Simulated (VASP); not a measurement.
# Al4B3P (P-3m1) in VASP: relaxation of cell and atoms with PBE

Aim: the relaxation of cell and atoms of Al4B3P with PBE.

Program: VASP 6.6.1. These are calculated values, not measurements. Logs are shortened: lines on timing, memory, paths and dates and some standing lists are left out, and cuts for length are marked.

### Step 1. Starting point

Symmetry: P-3m1, No. 164, trigonal system. The conventional cell has a = 3.469 Å, b = 3.469 Å, c = 9.128 Å, α = 90.00°, β = 90.00°, γ = 120.00°. Al (site symmetry 3m) has 3 B at 2.25 Å and 3 P at 2.38 Å as nearest neighbours. Around Al (site symmetry 3m) lie 6 B at 2.29 to 2.31 Å. B (site symmetry -3m) is surrounded by 2 B at 2.26 Å and 6 Al at 2.29 Å. B (site symmetry 3m) is surrounded by 6 Al at 2.25 to 2.31 Å and 1 B at 2.26 Å and 1 P at 2.31 Å. Around P (site symmetry -3m) lie 2 B at 2.31 Å and 6 Al at 2.38 Å.

The cell was built by a generator and needn't be a form met in nature.

### Step 2. Relaxation of cell and atoms, PBE

Contents of INCAR:

```
SYSTEM = Al4B3P
ALGO = Fast
EDIFF = 1E-4
EDIFFG = -0.08
ENCUT = 520
GGA = PE
IBRION = 2
ISIF = 3
ISMEAR = 0
KPAR = 2
LASPH = .TRUE.
LCHARG = .FALSE.
LREAL = .FALSE.
LWAVE = .FALSE.
NELM = 60
NSW = 24
PREC = Normal
SIGMA = 0.15
```

Contents of KPOINTS:

```
k-points
0
G
  5 5 2
  0 0 0
```

Contents of POSCAR:

```
Al4B3P
1.0
    3.4692143200      0.0000000000      0.0000000000
   -1.7346071600      3.0044277300      0.0000000000
    0.0000000000      0.0000000000      9.1277549700
Al B P
4 3 1
Direct
    0.6666666700      0.3333333300      0.3592169900
    0.6666666700      0.3333333300      0.8787710100
    0.3333333300      0.6666666700      0.6407830100
    0.3333333300      0.6666666700      0.1212289900
    0.0000000000      0.0000000000      0.0000000000
    0.0000000000      0.0000000000      0.7525770100
    0.0000000000      0.0000000000      0.2474229900
    0.0000000000      0.0000000000      0.5000000000
```

Potentials or basis: VASP PAW PBE potentials, release 64 (Al, B, P).

The run is started by

```console
cat potpaw_PBE.64/Al/POTCAR potpaw_PBE.64/B/POTCAR potpaw_PBE.64/P/POTCAR > POTCAR
mpirun -np 2 vasp_std > vasp.out
```

OUTCAR:

```text
SYSTEM = Al4B3P
   EDIFF = 1E-4
   EDIFFG = -0.08
   ENCUT = 520
   GGA = PE
   IBRION = 2
   ISIF = 3
   ISMEAR = 0
   LASPH = .TRUE.
   LREAL = .FALSE.
   NELM = 60
   NSW = 24
   PREC = Normal

 ion  position               nearest neighbor table
   1  0.667  0.333  0.359-   7 2.25   7 2.25   7 2.25   8 2.38   8 2.38   8 2.38   4 2.95   4 2.95
                             4 2.95   3 3.26   3 3.26   3 3.26
   2  0.667  0.333  0.879-   5 2.29   5 2.29   5 2.29   6 2.31   6 2.31   6 2.31   3 2.95   3 2.95
                             3 2.95   4 2.98   4 2.98   4 2.98
   3  0.333  0.667  0.641-   6 2.25   6 2.25   6 2.25   8 2.38   8 2.38   8 2.38   2 2.95   2 2.95
                             2 2.95   1 3.26   1 3.26   1 3.26
   4  0.333  0.667  0.121-   5 2.29   5 2.29   5 2.29   7 2.31   7 2.31   7 2.31   1 2.95   1 2.95
                             1 2.95   2 2.98   2 2.98   2 2.98
   5  0.000  0.000  0.000-   2 2.29   4 2.29   4 2.29   2 2.29   2 2.29   4 2.29
   6  0.000  0.000  0.753-   3 2.25   3 2.25   3 2.25   8 2.31   2 2.31   2 2.31   2 2.31
   7  0.000  0.000  0.247-   1 2.25   1 2.25   1 2.25   8 2.31   4 2.31   4 2.31   4 2.31
   8  0.000  0.000  0.500-   6 2.31   7 2.31   1 2.38   3 2.38   3 2.38   1 2.38   1 2.38   3 2.38

  LATTYP: Found a hexagonal cell.
 ALAT       =     3.4692143200
 C/A-ratio  =     2.6310726660

  Lattice vectors:

 A1 = (   3.4692143200,   0.0000000000,   0.0000000000)
 A2 = (  -1.7346071600,   3.0044277300,   0.0000000000)
 A3 = (   0.0000000000,   0.0000000000,   9.1277549700)

Analysis of symmetry for initial positions (statically):
=====================================================================
 Subroutine PRICEL returns:
 Original cell was already a primitive cell.

 Routine SETGRP: Setting up the symmetry group for a
 hexagonal supercell.

 Subroutine GETGRP returns: Found 12 space group operations
 (whereof 12 operations were pure point group operations)
 out of a pool of 24 trial point group operations.

The static configuration has the point symmetry D_3d.

Analysis of symmetry for dynamics (positions and initial velocities):
=====================================================================
 Subroutine PRICEL returns:
 Original cell was already a primitive cell.

 Routine SETGRP: Setting up the symmetry group for a
 hexagonal supercell.

 Subroutine GETGRP returns: Found 12 space group operations
 (whereof 12 operations were pure point group operations)
 out of a pool of 24 trial point group operations.

The dynamic configuration has the point symmetry D_3d.

 Subroutine INISYM returns: Found 12 space group operations
 (whereof 12 operations are pure point group operations),
 and found     1 'primitive' translations

----------------------------------------------------------------------------------------

                                     Primitive cell

  volume of cell :      95.1386

  direct lattice vectors                    reciprocal lattice vectors
     3.469214320  0.000000000  0.000000000     0.288249704  0.166421044  0.000000000
    -1.734607160  3.004427730  0.000000000     0.000000000  0.332842088  0.000000000
     0.000000000  0.000000000  9.127754970     0.000000000  0.000000000  0.109555965

  length of vectors
     3.469214320  3.469214318  9.127754970     0.332842088  0.332842088  0.109555965

  position of ions in fractional coordinates (direct lattice)
     0.666666670  0.333333330  0.359216990
     0.666666670  0.333333330  0.878771010
     0.333333330  0.666666670  0.640783010
     0.333333330  0.666666670  0.121228990
     0.000000000  0.000000000  0.000000000
     0.000000000  0.000000000  0.752577010
     0.000000000  0.000000000  0.247422990
     0.000000000  0.000000000  0.500000000

  ion indices of the primitive-cell ions
   primitive index   ion index
                 1           1
                 2           2
                 3           3
                 4           4
                 5           5
                 6           6
                 7           7
                 8           8

----------------------------------------------------------------------------------------

 KPOINTS: k-points

Automatic generation of k-mesh.
 Grid dimensions read from file:
 generate k-points for:    5    5    2

 Generating k-lattice:

  Cartesian coordinates                     Fractional coordinates (reciprocal lattice)
     0.057649941  0.033284209  0.000000000     0.200000000  0.000000000  0.000000000
     0.000000000  0.066568418  0.000000000     0.000000000  0.200000000  0.000000000
     0.000000000  0.000000000  0.054777982     0.000000000  0.000000000  0.500000000

  Length of vectors
     0.066568418  0.066568418  0.054777982

  Shift w.r.t. Gamma in fractional coordinates (k-lattice)
     0.000000000  0.000000000  0.000000000

 Subroutine IBZKPT returns following result:
 ===========================================

 Found     10 irreducible k-points:

 Following reciprocal coordinates:
            Coordinates               Weight
  0.000000  0.000000  0.000000      1.000000
  0.200000  0.000000  0.000000      6.000000
  0.400000  0.000000  0.000000      6.000000
  0.200000  0.200000  0.000000      6.000000
  0.400000  0.200000  0.000000      6.000000
  0.000000  0.000000  0.500000      1.000000
  0.200000  0.000000  0.500000      6.000000
  0.400000  0.000000  0.500000      6.000000
  0.200000  0.200000  0.500000      6.000000
  0.400000  0.200000  0.500000      6.000000
   k-points           NKPTS =     10   k-points in BZ     NKDIM =     10   number of bands    NBANDS=     18
   number of dos      NEDOS =    301   number of ions     NIONS =      8
   total plane-waves  NPLWV =  21600
   dimension x,y,z NGX =    20 NGY =   20 NGZ =   54
   dimension x,y,z NGXF=    40 NGYF=   40 NGZF=  108
   ions per type =               4   3   1
   NGX,Y,Z   is equivalent  to a cutoff of   9.58,  9.58,  9.84 a.u.
   NGXF,Y,Z  is equivalent  to a cutoff of  19.17, 19.17, 19.67 a.u.
 SYSTEM =  Al4B3P
   PREC   = normal    normal or accurate (medium, high low for compatibility)
   ISTART =      0    job   : 0-new  1-cont  2-samecut
   ICHARG =      2    charge: 1-file 2-atom 10-const
   ISPIN  =      1    spin polarized calculation?
   LNONCOLLINEAR =      F non collinear calculations
   LSORBIT =      F    spin-orbit coupling
   LASPH  =      T    aspherical Exc in radial PAW
   ENCUT  =  520.0 eV  38.22 Ry    6.18 a.u.   6.45  6.45 16.97*2*pi/ulx,y,z
   NELM   =     60;   NELMIN=  2; NELMDL= -5     # of ELM steps
   EDIFF  = 0.1E-03   stopping-criterion for ELM
   LREAL  =      F    real-space projection
   EDIFFG = -.8E-01   stopping-criterion for IOM
   NSW    =     24    number of steps for IOM
   IBRION =      2    ionic relax: 0-MD 1-quasi-New 2-CG
   NFREE  =      1    steps in history (QN), initial steepest desc. (CG)
   ISIF   =      3    stress and relaxation
   ISYM   =      2    0-nonsym 1-usesym 2-fastsym
   POTIM  = 0.5000    time-step for ionic-motion
   TEBEG  =    0.0;   TEEND  =   0.0 temperature during run
   PSTRESS=    0.0 pullay stress
   NELECT =      26.0000    total number of electrons
   NUPDOWN=      -1.0000    fix difference up-down
   EMIN   =  10.00;   EMAX   =-10.00  energy-range for DOS
   EFERMI =   0.00;   METHOD = LEGACY
   ISMEAR =     0;   SIGMA  =   0.15  broadening in eV -4-tet -1-fermi 0-gaus
   EFERMI_NEDOS =   21; number of points for ismear=-14 and -15
   IALGO  =     68    algorithm
   IMIX   =      4    mixing-type and parameters
     AMIX     =   0.40;   BMIX     =  1.00
     AMIX_MAG =   1.60;   BMIX_MAG =  1.00
  volume/ion in A,a.u.               =      11.89        80.25
  Fermi-wavevector in a.u.,A,eV,Ry     =   1.062381  2.007609 15.356264  1.128654
  Thomas-Fermi vector in A             =   2.197830
   LORBIT       =      0    0 simple, 1 ext, 2 COOP (PROOUT), +10 PAW based schemes
   GGA     = PE    functional components
   LHFCALC =     F    Hartree Fock is set to
   AEXX    =    0.0000 exact exchange contribution
   IVDW    =     0    specifies the selected vdW correction
   LEPSILON=     F    determine dielectric tensor
   LRPA    =     F    only Hartree local field effects (RPA)
 conjugate gradient relaxation of ions
 non-spin polarized calculation
 RMM-DIIS sequential band-by-band and
 Gauss-broadening in eV      SIGMA  =   0.15
  energy-cutoff  :      520.00
  volume of cell :       95.14
 maximum number of plane-waves:      2588
   NGX = 13   NGY = 13   NGZ = 33

--------------------------------------- Ionic step        1  -------------------------------------------

 number of electron      26.0000001 magnetization

 Free energy of the ion-electron system (eV)
  ---------------------------------------------------
  ext. energy  EPLUGINS =         0.00000000
  ---------------------------------------------------
  free energy    TOTEN  =       -38.16365454 eV

  energy without entropy =      -38.14314419  energy(sigma->0) =      -38.15339936

------------------------ aborting loop because EDIFF is reached ----------------------------------------

  FORCE on cell =-STRESS in cart. coord.  units (eV):
  Direction    XX          YY          ZZ          XY          YZ          ZX
  --------------------------------------------------------------------------------------
  -------------------------------------------------------------------------------------
  Total        6.1380060      6.1380060     -2.4715234      0.0000000      0.0000000     -0.0000000
  in kB      103.3667898    103.3667896    -41.6215683      0.0000000      0.0000000     -0.0000000
  external PRESSURE =      55.0373370 kB  Pullay stress =       0.0000000 kB
[... 107 lines left out ...]
  FREE ENERGIE OF THE ION-ELECTRON SYSTEM (eV)
  ---------------------------------------------------
  free  energy   TOTEN  =       -38.5694278679 eV

  energy  without entropy=      -38.5489565407  energy(sigma->0) =      -38.55919220

[... ionic steps 4 to 20 ...]

--------------------------------------- Ionic step       21  -------------------------------------------

 number of electron      26.0000006 magnetization

------------------------ aborting loop because EDIFF is reached ----------------------------------------

  FORCE on cell =-STRESS in cart. coord.  units (eV):
  Direction    XX          YY          ZZ          XY          YZ          ZX
  --------------------------------------------------------------------------------------
  -------------------------------------------------------------------------------------
  Total       -0.4111943     -0.4111943      0.0290444      0.0000000      0.0000000     -0.0000000
  in kB       -6.4223865     -6.4223865      0.4536399      0.0000000      0.0000000     -0.0000000
  external PRESSURE =      -4.1303777 kB  Pullay stress =       0.0000000 kB
[... 69 lines left out ...]
  energy  without entropy=      -39.2980616373  energy(sigma->0) =      -39.31467940

--------------------------------------- Ionic step       23  -------------------------------------------

 number of electron      26.0000006 magnetization

 Free energy of the ion-electron system (eV)
  ---------------------------------------------------
  ext. energy  EPLUGINS =         0.00000000
  ---------------------------------------------------
  free energy    TOTEN  =       -39.33383406 eV

  energy without entropy =      -39.30060637  energy(sigma->0) =      -39.31722021

 E-fermi :   7.6252     XC(G=0): -10.6300

 val. band max:        7.5451078159   @ k =   0.4000   0.2000   0.0000
 cond. band min:       7.6800077511   @ k =   0.2000   0.0000   0.5000
 fundamental gap:      0.1348999351
 Fermi energy:         7.6251790218

 k-point     1 :       0.0000    0.0000    0.0000
  band No.  band energies     occupation
      1      -5.6381      2.00000
      2      -4.4978      2.00000
      3      -3.6892      2.00000
      4       0.4211      2.00000
      5       0.6481      2.00000
      6       5.5117      2.00000
[... 10 lines left out ...]
     17      11.2947      0.00000
     18      11.2947      0.00000
[... 222 lines left out ...]
  FREE ENERGIE OF THE ION-ELECTRON SYSTEM (eV)
  ---------------------------------------------------
  free  energy   TOTEN  =       -39.3338340568 eV

  energy  without entropy=      -39.3006063662  energy(sigma->0) =      -39.31722021

 reached required accuracy - stopping structural energy minimisation
```

It took 78 s on 2 MPI ranks of Intel Xeon Platinum 8488C (Sapphire Rapids), shared host; peak memory 0.16 GiB.

What came out:

```
Free energy                            : -39.3338 eV
Relaxed volume                         : 12.77 Å³/atom
Relaxed cell                           : a = 3.500 Å, b = 3.500 Å, c = 9.628 Å, α = 90.00°, β = 90.00°, γ = 120.00°
Space group after relaxing (to 0.05 Å) : P-3m1 (No. 164)
Energy gained by relaxing              : 146.3 meV/atom
Ionic steps                            : 23
Pressure after relaxing                : -0.1 GPa
Largest force after relaxing           : 0.044 eV/Å
Band gap on the k mesh                 : none (metal or under the smearing width)
```

Forces on the atoms (eV/Å):
```
Al   0.000  0.000 -0.034
Al   0.000  0.000 -0.044
Al   0.000  0.000  0.034
Al   0.000  0.000  0.044
B    0.000  0.000  0.000
B    0.000  0.000  0.000
B    0.000  0.000  0.000
P    0.000  0.000  0.000
```

Stress tensor (GPa, compression positive):
```
 0.07  0.00  0.00
 0.00  0.07  0.00
 0.00  0.00 -0.34
```

Step by step:
```tsv
step	energy change (eV)	largest force (eV/Å)	pressure (GPa)	volume (Å³)
1	0.0000	1.8210	5.50	95.14
2	-0.4058	0.7483	-2.86	100.79
3	-0.4058	0.7591	-2.83	100.73
4	-0.5379	0.5925	-0.43	98.77
5	-0.5804	0.5578	2.23	96.95
6	-0.6634	0.5096	0.08	98.69
7	-0.7181	0.6288	-2.60	101.32
8	-0.6744	0.9104	-7.06	106.64
9	-0.7399	0.7380	-3.94	102.81
10	-0.7792	0.6910	-3.72	102.71
11	-0.8749	0.8067	-2.95	102.37
12	-0.9324	1.2672	0.10	101.64
13	-0.9571	1.0796	-1.51	101.97
14	-0.9590	1.1159	-1.19	101.90
15	-1.0167	0.9320	-0.17	101.20
16	-1.0887	0.4249	3.44	99.13
17	-1.1356	0.3084	1.62	100.79
18	-1.1427	0.2561	0.68	101.71
19	-1.1529	0.2414	0.03	102.24
20	-1.1574	0.1992	-0.75	102.94
21	-1.1641	0.1190	-0.41	102.58
22	-1.1676	0.1415	0.16	102.05
23	-1.1702	0.0439	-0.07	102.13
```

Final structure:
```cif
data_structure
_symmetry_space_group_name_H-M 'P 1'
_symmetry_Int_Tables_number 1
_cell_length_a 3.4999
_cell_length_b 3.4999
_cell_length_c 9.6276
_cell_angle_alpha 90.000
_cell_angle_beta 90.000
_cell_angle_gamma 120.000
_cell_volume 102.13
loop_
_atom_site_label
_atom_site_type_symbol
_atom_site_fract_x
_atom_site_fract_y
_atom_site_fract_z
_atom_site_occupancy
Al1 Al 0.66667 0.33333 0.33281 1
Al2 Al 0.66667 0.33333 0.87684 1
Al3 Al 0.33333 0.66667 0.66719 1
Al4 Al 0.33333 0.66667 0.12316 1
B1 B 0.00000 0.00000 0.00000 1
B2 B 0.00000 0.00000 0.81753 1
B3 B 0.00000 0.00000 0.18247 1
P1 P 0.00000 0.00000 0.50000 1
```

Levels at points of the mesh, in eV from the Fermi level:
```csv
k point,band 9,band 10,band 11,band 12,band 13,band 14,band 15,band 16,band 17,band 18
"(0.00, 0.00, 0.00)",-0.16,-0.16,0.36,0.36,0.91,3.06,3.52,3.52,3.67,3.67
"(0.00, 0.00, 0.50)",-0.39,-0.39,0.72,0.72,1.65,3.30,3.30,3.50,3.73,3.73
```

Caveat: the k mesh is coarse (spacing up to 0.42 Å⁻¹), so the values aren't converged; the relaxation stopped at a loose force limit of 0.08 eV/Å, so its end isn't a converged minimum.
